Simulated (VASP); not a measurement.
# KSn3Au (P1) in VASP: single point with revPBE

Aim: the single point of KSn3Au with revPBE.

Program: VASP 6.6.1. These are calculated values, not measurements. Logs are shortened: lines on timing, memory, paths and dates and some standing lists are left out, and cuts for length are marked.

## (1) Starting point

The typed cell holds 5 atoms: a = 4.868 Å, b = 4.695 Å, c = 6.301 Å, α = 68.55°, β = 68.60°, γ = 91.05°.

The cell was built by a generator and needn't be a form met in nature.

## (2) Single point, revPBE

INCAR reads:

```
SYSTEM = KSn3Au
PREC = Accurate
ENCUT = 520
EDIFF = 1E-6
ISMEAR = -1
SIGMA = 0.1
LREAL = .FALSE.
LASPH = .TRUE.
NELM = 100
ALGO = Fast
ISIF = 2
LWAVE = .FALSE.
LCHARG = .FALSE.
GGA = RE
NBANDS = 39
```

KPOINTS reads:

```
Automatic mesh
0
Gamma
  4 4 4
  0.5 0.5 0.5
```

POSCAR reads:

```
KSn3Au
1.0
   -0.0436637800      4.8679665300      0.0414210800
    4.6945807900     -0.0436637800     -0.0002515000
    2.3257382300      2.3661057800     -5.3573101500
K Au Sn
1 1 3
Direct
    0.0148260000      0.0263050000      0.0111990000
    0.4131440000      0.3568690000      0.2501920000
    0.6015570000      0.6106460000      0.8102130000
    0.2591470000      0.7168830000      0.5173580000
    0.7699180000      0.1840160000      0.5311550000
```

Potentials or basis: VASP PAW PBE potentials, release 64 (K_sv, Au, Sn_d).

The run is started by

```
> cat potpaw_PBE.64/K_sv/POTCAR potpaw_PBE.64/Au/POTCAR potpaw_PBE.64/Sn_d/POTCAR > POTCAR
> mpirun -np 1 vasp_std > vasp.out
```

OUTCAR:

```text
SYSTEM = KSn3Au
   PREC = Accurate
   ENCUT = 520
   EDIFF = 1E-6
   ISMEAR = -1
   LREAL = .FALSE.
   LASPH = .TRUE.
   NELM = 100
   ISIF = 2
   GGA = RE

 ion  position               nearest neighbor table
   1  0.015  0.026  0.011-   4 3.37   5 3.41   3 3.44   2 3.45   5 3.49   2 3.49   3 3.56   3 3.60
                             3 3.60   4 3.63   5 3.66   4 3.70   2 3.70   4 3.73
   2  0.413  0.357  0.250-   3 2.37   4 2.73   4 2.78   5 2.84   5 2.90   1 3.45   1 3.49   1 3.70

   3  0.602  0.611  0.810-   2 2.37   5 2.53   4 2.83   4 2.98   5 3.06   1 3.44   1 3.56   1 3.60
                             1 3.60
   4  0.259  0.717  0.517-   2 2.73   2 2.78   3 2.83   3 2.98   5 3.27   5 3.33   1 3.37   5 3.38
                             5 3.56   1 3.63   1 3.70   1 3.73
   5  0.770  0.184  0.531-   3 2.53   2 2.84   2 2.90   3 3.06   4 3.27   4 3.33   4 3.38   1 3.41
                             1 3.49   4 3.56   1 3.66

  LATTYP: Found a triclinic cell.
 ALAT       =     4.8683385635
 B/A-ratio  =     1.4018582429
 C/A-ratio  =     1.2943740649
 COS(alpha) =     0.0087957617
 COS(beta)  =     0.3649134373
 COS(gamma) =     0.7259061339

  Lattice vectors:

 A1 = (   0.0436637800,  -4.8679665300,  -0.0414210800)
 A2 = (   4.7382445700,  -4.9116303100,  -0.0416725800)
 A3 = (  -2.3257382300,  -2.3661057800,   5.3573101500)

Analysis of symmetry for initial positions (statically):
=====================================================================
 Subroutine PRICEL returns:
 Original cell was already a primitive cell.

 Routine SETGRP: Setting up the symmetry group for a
 triclinic supercell.

 Subroutine GETGRP returns: Found  1 space group operations
 (whereof  1 operations were pure point group operations)
 out of a pool of  2 trial point group operations.

The static configuration has the point symmetry C_1 .

Analysis of symmetry for dynamics (positions and initial velocities):
=====================================================================
 Subroutine PRICEL returns:
 Original cell was already a primitive cell.

 Routine SETGRP: Setting up the symmetry group for a
 triclinic supercell.

 Subroutine GETGRP returns: Found  1 space group operations
 (whereof  1 operations were pure point group operations)
 out of a pool of  2 trial point group operations.

The dynamic configuration has the point symmetry C_1 .

 Subroutine INISYM returns: Found  1 space group operations
 (whereof  1 operations are pure point group operations),
 and found     1 'primitive' translations

----------------------------------------------------------------------------------------

                                     Primitive cell

  volume of cell :     122.8822

  direct lattice vectors                    reciprocal lattice vectors
    -0.043663780  4.867966530  0.041421080     0.001908458  0.204665512  0.091220932
     4.694580790 -0.043663780 -0.000251500     0.213026959  0.001119657  0.092974675
     2.325738230  2.366105780 -5.357310150     0.000004755  0.001582358 -0.185959910

  length of vectors
     4.868338563  4.694783848  6.301451176     0.224082289  0.232435000  0.185966642

  position of ions in fractional coordinates (direct lattice)
     0.014826000  0.026305000  0.011199000
     0.413144000  0.356869000  0.250192000
     0.601557000  0.610646000  0.810213000
     0.259147000  0.716883000  0.517358000
     0.769918000  0.184016000  0.531155000

  ion indices of the primitive-cell ions
   primitive index   ion index
                 1           1
                 2           2
                 3           3
                 4           4
                 5           5

----------------------------------------------------------------------------------------

 KPOINTS: Automatic mesh

Automatic generation of k-mesh.
 Grid dimensions read from file:
 generate k-points for:    4    4    4

 Generating k-lattice:

  Cartesian coordinates                     Fractional coordinates (reciprocal lattice)
     0.000477115  0.051166378  0.022805233     0.250000000 -0.000000000  0.000000000
     0.053256740  0.000279914  0.023243669    -0.000000000  0.250000000  0.000000000
     0.000001189  0.000395590 -0.046489978     0.000000000  0.000000000  0.250000000

  Length of vectors
     0.056020572  0.058108750  0.046491661

  Shift w.r.t. Gamma in fractional coordinates (k-lattice)
     0.500000000  0.500000000  0.500000000

 Subroutine IBZKPT returns following result:
 ===========================================

 Found     32 irreducible k-points:

 Following reciprocal coordinates:
            Coordinates               Weight
  0.125000  0.125000  0.125000      2.000000
  0.375000  0.125000  0.125000      2.000000
 -0.375000  0.125000  0.125000      2.000000
 -0.125000  0.125000  0.125000      2.000000
  0.125000  0.375000  0.125000      2.000000
  0.375000  0.375000  0.125000      2.000000
[... 16 lines left out ...]
 -0.375000  0.375000  0.375000      2.000000
 -0.125000  0.375000  0.375000      2.000000
 [... further k-points ...]
   k-points           NKPTS =     32   k-points in BZ     NKDIM =     32   number of bands    NBANDS=     39
   number of dos      NEDOS =    301   number of ions     NIONS =      5
   total plane-waves  NPLWV =  62208
   dimension x,y,z NGX =    36 NGY =   36 NGZ =   48
   dimension x,y,z NGXF=    72 NGYF=   72 NGZF=   96
   ions per type =               1   1   3
   NGX,Y,Z   is equivalent  to a cutoff of  12.29, 12.75, 12.66 a.u.
   NGXF,Y,Z  is equivalent  to a cutoff of  24.59, 25.50, 25.33 a.u.
 SYSTEM =  KSn3Au
   PREC   = accura    normal or accurate (medium, high low for compatibility)
   ISTART =      0    job   : 0-new  1-cont  2-samecut
   ICHARG =      2    charge: 1-file 2-atom 10-const
   ISPIN  =      1    spin polarized calculation?
   LNONCOLLINEAR =      F non collinear calculations
   LSORBIT =      F    spin-orbit coupling
   LASPH  =      T    aspherical Exc in radial PAW
   ENCUT  =  520.0 eV  38.22 Ry    6.18 a.u.   9.05  8.73 11.72*2*pi/ulx,y,z
   NELM   =    100;   NELMIN=  2; NELMDL= -5     # of ELM steps
   EDIFF  = 0.1E-05   stopping-criterion for ELM
   LREAL  =      F    real-space projection
   EDIFFG = 0.1E-04   stopping-criterion for IOM
   NSW    =      0    number of steps for IOM
   IBRION =     -1    ionic relax: 0-MD 1-quasi-New 2-CG
   NFREE  =      0    steps in history (QN), initial steepest desc. (CG)
   ISIF   =      2    stress and relaxation
   ISYM   =      2    0-nonsym 1-usesym 2-fastsym
   POTIM  = 0.5000    time-step for ionic-motion
   TEBEG  =    0.0;   TEEND  =   0.0 temperature during run
   PSTRESS=    0.0 pullay stress
   NELECT =      62.0000    total number of electrons
   NUPDOWN=      -1.0000    fix difference up-down
   EMIN   =  10.00;   EMAX   =-10.00  energy-range for DOS
   EFERMI =   0.00;   METHOD = LEGACY
   ISMEAR =    -1;   SIGMA  =   0.10  broadening in eV -4-tet -1-fermi 0-gaus
   EFERMI_NEDOS =   21; number of points for ismear=-14 and -15
   IALGO  =     68    algorithm
   IMIX   =      4    mixing-type and parameters
     AMIX     =   0.40;   BMIX     =  1.00
     AMIX_MAG =   1.60;   BMIX_MAG =  1.00
  volume/ion in A,a.u.               =      24.58       165.85
  Fermi-wavevector in a.u.,A,eV,Ry     =   1.303294  2.462869 23.110525  1.698576
  Thomas-Fermi vector in A             =   2.434306
   LORBIT       =      0    0 simple, 1 ext, 2 COOP (PROOUT), +10 PAW based schemes
   GGA     = RE    functional components
   LHFCALC =     F    Hartree Fock is set to
   AEXX    =    0.0000 exact exchange contribution
   IVDW    =     0    specifies the selected vdW correction
   LEPSILON=     F    determine dielectric tensor
   LRPA    =     F    only Hartree local field effects (RPA)
 non-spin polarized calculation
 RMM-DIIS sequential band-by-band and
  energy-cutoff  :      520.00
  volume of cell :      122.88
 maximum number of plane-waves:      3323
   NGX = 19   NGY = 17   NGZ = 23

 number of electron      62.0000004 magnetization

 Free energy of the ion-electron system (eV)
  ---------------------------------------------------
  ext. energy  EPLUGINS =         0.00000000
  ---------------------------------------------------
  free energy    TOTEN  =       -13.68395767 eV

  energy without entropy =      -13.61105918  energy(sigma->0) =      -13.64750842

 E-fermi :   7.2875     XC(G=0): -10.1622

 val. band max:        7.2250619977   @ k =   0.1250  -0.1250   0.1250
 cond. band min:       7.3042186952   @ k =  -0.1250   0.3750   0.1250
 fundamental gap:      0.0791566975
 Fermi energy:         7.2874583912

 k-point     1 :       0.1250    0.1250    0.1250
  band No.  band energies     occupation
      1     -23.3846      2.00000
      2     -14.7504      2.00000
      3     -14.5166      2.00000
      4     -14.5093      2.00000
      5     -14.4077      2.00000
      6     -14.3561      2.00000
[... 31 lines left out ...]
     38      13.3660      0.00000
     39      13.8196      0.00000

 k-point     2 :       0.3750    0.1250    0.1250
  band No.  band energies     occupation
      1     -23.3837      2.00000
      2     -14.7527      2.00000
      3     -14.5022      2.00000
      4     -14.4959      2.00000
      5     -14.4150      2.00000
      6     -14.3731      2.00000
[... 31 lines left out ...]
     38      12.8793      0.00000
     39      13.8457      0.00000

 k-point     3 :      -0.3750    0.1250    0.1250
  band No.  band energies     occupation
      1     -23.3837      2.00000
      2     -14.7525      2.00000
      3     -14.5127      2.00000
      4     -14.4885      2.00000
      5     -14.4100      2.00000
      6     -14.3792      2.00000
[... 832 lines left out ...]
 k-point    23 :      -0.3750    0.3750    0.3750
  band No.  band energies     occupation
      1     -23.3825      2.00000
      2     -14.7586      2.00000
      3     -14.5326      2.00000
      4     -14.5000      2.00000
      5     -14.4001      2.00000
      6     -14.3747      2.00000
[... 31 lines left out ...]
     38      12.8703      0.00000
     39      13.8592      0.00000

 k-point    24 :      -0.1250    0.3750    0.3750
  band No.  band energies     occupation
      1     -23.3832      2.00000
      2     -14.7570      2.00000
      3     -14.5340      2.00000
      4     -14.4983      2.00000
      5     -14.3928      2.00000
      6     -14.3499      2.00000
[... 31 lines left out ...]
     38      12.7784      0.00000
     39      13.8635      0.00000

 [... further k-points ...]

------------------------ aborting loop because EDIFF is reached ----------------------------------------

  FORCE on cell =-STRESS in cart. coord.  units (eV):
  Direction    XX          YY          ZZ          XY          YZ          ZX
  --------------------------------------------------------------------------------------
  -------------------------------------------------------------------------------------
  Total       11.6742741      7.5464902     18.1832020      0.5602969     -0.9184065      3.6566946
  in kB      152.2129583     98.3935780    237.0784647      7.3053324    -11.9744804     47.6771660
  external PRESSURE =     162.5616670 kB  Pullay stress =       0.0000000 kB

 VOLUME and BASIS-vectors are now :
 -----------------------------------------------------------------------------
  energy-cutoff  :      520.00
  volume of cell :      122.88
      direct lattice vectors                 reciprocal lattice vectors
    -0.043663780  4.867966530  0.041421080     0.001908458  0.204665512  0.091220932
     4.694580790 -0.043663780 -0.000251500     0.213026959  0.001119657  0.092974675
     2.325738230  2.366105780 -5.357310150     0.000004755  0.001582358 -0.185959910

 POSITION                                       TOTAL-FORCE (eV/Angst)
 -----------------------------------------------------------------------------------
      0.14889      0.09752     -0.05939        -0.488727     -0.004466     -0.233436
      2.23919      2.58757     -1.32333        -0.260384      0.103153     -3.347669
      4.72480      4.81875     -4.31580        -2.033471      0.056617      0.816988
      4.55739      2.45434     -2.76109         0.029027     -0.223484      0.511434
      2.06559      4.99667     -2.81372         2.753555      0.068181      2.252682
 -----------------------------------------------------------------------------------
    total drift:                                0.000605      0.000030     -0.000229

  FREE ENERGIE OF THE ION-ELECTRON SYSTEM (eV)
  ---------------------------------------------------
  free  energy   TOTEN  =       -13.6839576666 eV

  energy  without entropy=      -13.6110591794  energy(sigma->0) =      -13.64750842
```

Wall time 12 min (1 thread of Intel Xeon Platinum 8488C (Sapphire Rapids), shared host); peak memory 0.32 GiB.

What came out:

```yaml
Free_energy: -13.6840 eV
Pressure: 16.3 GPa
Largest_force: 3.558 eV/Å
Band_gap_on_the_k_mesh: none (metal or under the smearing width)
```

Forces in eV/Å, atoms in the order of the input:
```
K   -0.489 -0.004 -0.233
Au  -0.260  0.103 -3.348
Sn  -2.033  0.057  0.817
Sn   0.029 -0.223  0.511
Sn   2.754  0.068  2.253
```

Stress tensor (GPa, compression positive):
```
15.22  0.73  4.77
 0.73  9.84 -1.20
 4.77 -1.20 23.71
```

Caveat: the k mesh is coarse (spacing up to 0.37 Å⁻¹), so the values aren't converged; so large a pressure means that the cell lies far from this level's equilibrium, or that cutoff or potentials fall short; the potentials were made for another functional, which shifts forces and pressure. Spin-orbit coupling is left out, which matters for the levels of Au.
